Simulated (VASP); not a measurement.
Output of a VASP run:

File OSZICAR:
```
       N       E                     dE             d eps       ncg     rms          rms(c)
DAV:   1     0.324549046857E+02    0.32455E+02   -0.44888E+03  1352   0.949E+02
DAV:   2     0.146641952648E+01   -0.30988E+02   -0.30583E+02  1688   0.142E+02
DAV:   3     0.845303225097E+00   -0.62112E+00   -0.61278E+00  1784   0.228E+01
DAV:   4     0.837569622650E+00   -0.77336E-02   -0.77306E-02  2048   0.189E+00
DAV:   5     0.837529495627E+00   -0.40127E-04   -0.40127E-04  1840   0.907E-02    0.365E+00
DAV:   6     0.864326791840E+00    0.26797E-01   -0.49793E-02  1488   0.155E+00    0.229E+00
DAV:   7     0.866452174408E+00    0.21254E-02   -0.52975E-02  2008   0.159E+00    0.579E-01
DAV:   8     0.866063923703E+00   -0.38825E-03   -0.40185E-03  1560   0.645E-01    0.584E-02
DAV:   9     0.866113097455E+00    0.49174E-04   -0.16587E-04  1648   0.121E-01    0.342E-02
DAV:  10     0.866117037815E+00    0.39404E-05   -0.19624E-05  1952   0.397E-02    0.422E-03
DAV:  11     0.866116923665E+00   -0.11415E-06   -0.97476E-07  1136   0.887E-03
   1 F= 0.44685621E+01 E0= 0.44686504E+01  d E =0.446856E+01
       N       E                     dE             d eps       ncg     rms          rms(c)
DAV:   1     0.912401898532E+00    0.46285E-01   -0.48523E-01  1472   0.532E+00    0.699E-01
DAV:   2     0.929392476939E+00    0.16991E-01   -0.38208E-02  1400   0.171E+00    0.319E-01
DAV:   3     0.933423954369E+00    0.40315E-02   -0.22843E-02  1936   0.983E-01    0.664E-02
DAV:   4     0.933318933883E+00   -0.10502E-03   -0.26205E-04  1448   0.167E-01    0.396E-02
DAV:   5     0.933174762358E+00   -0.14417E-03   -0.31149E-04  1784   0.175E-01    0.271E-02
DAV:   6     0.933221709683E+00    0.46947E-04   -0.38117E-05  2112   0.651E-02    0.210E-02
DAV:   7     0.933173309737E+00   -0.48400E-04   -0.91600E-05  1944   0.968E-02    0.917E-04
DAV:   8     0.933173401592E+00    0.91855E-07   -0.19170E-07   848   0.442E-03
   2 F= 0.44672793E+01 E0= 0.44672876E+01  d E =-.128286E-02
```

**OUTCAR**
```
------------------------ aborting loop because EDIFF is reached ----------------------------------------
  FORCE on cell =-STRESS in cart. coord.  units (eV):
  Direction    XX          YY          ZZ          XY          YZ          ZX
  --------------------------------------------------------------------------------------
  Total        3.5376476      3.5376476      3.5376476      0.0000000     -0.0000000      0.0000000
  in kB      200.2004327    200.2004327    200.2004327      0.0000000     -0.0000000      0.0000000
  external PRESSURE =       0.2004327 kB  Pullay stress =     200.0000000 kB
  volume of cell :       28.31
      direct lattice vectors                 reciprocal lattice vectors
    -1.919994792  1.919994792  1.919994792     0.000000000  0.260417373  0.260417373
     1.919994792 -1.919994792  1.919994792     0.260417373  0.000000000  0.260417373
     1.919994792  1.919994792 -1.919994792     0.260417373  0.260417373  0.000000000
 POSITION                                       TOTAL-FORCE (eV/Angst)
 -----------------------------------------------------------------------------------
      1.91999      1.91999     -1.91999         0.000000     -0.000000      0.000000
 -----------------------------------------------------------------------------------
    total drift:                                0.000000      0.000000     -0.000000
  FREE ENERGIE OF THE ION-ELECTRON SYSTEM (eV)
  ---------------------------------------------------
  free  energy   TOTEN  =         0.9331734016 eV

  energy  without entropy=        0.9331982872  energy(sigma->0) =        0.93318170
  enthalpy is  TOTEN    =         4.4672792828 eV   P V=        3.5341058812

 reached required accuracy - stopping structural energy minimisation
```
(Selected blocks of OUTCAR.)

### POSCAR
```
Rb
1
   -1.9322915746     1.9322915746     1.9322915746
    1.9322915746    -1.9322915746     1.9322915746
    1.9322915746     1.9322915746    -1.9322915746
Rb
1
Direct
  0.0000000000   0.0000000000   1.0000000000
```

Write an INCAR and KPOINTS that could have produced this output.

This is not unique; one that fits is the input of the run itself, PBE GGA, plane waves, VASP's PBE PAW potentials (set 64).

### INCAR
```
! general
SYSTEM  = Rb
PREC    = Accurate
ENCUT   = 500   ! plane-wave cut-off (eV)
LREAL   = .False.   ! projection in real space or not
LASPH   = .True.   ! aspherical one-centre terms

! electronic loop
EDIFF   = 1E-6
NELM    = 100   ! most electronic steps
ALGO    = Normal   ! blocked Davidson
LMAXMIX = 4   ! l cut-off of mixed one-centre charges

! smearing
ISMEAR  = 1
SIGMA   = 0.1   ! width (eV)

! functional
GGA     = PE   ! PBE

! ions
IBRION  = 2   ! conjugate gradients
NSW     = 40
ISIF    = 3   ! ions, shape and volume
EDIFFG  = -0.02   ! ionic stop
PSTRESS = 200   ! kbar

! output
LWAVE   = .False.
LCHARG  = .False.
```

KPOINTS:
```
Automatic mesh
0
Gamma
13 13 13
0 0 0
```

POTCAR, in this order: Rb_sv (PBE.64 set). Program: vasp_std.

The compound is Rb in the bcc structure. This run relaxes it under an external pressure of 20 GPa. Symmetry was kept, so distortions that lower it aren't found.
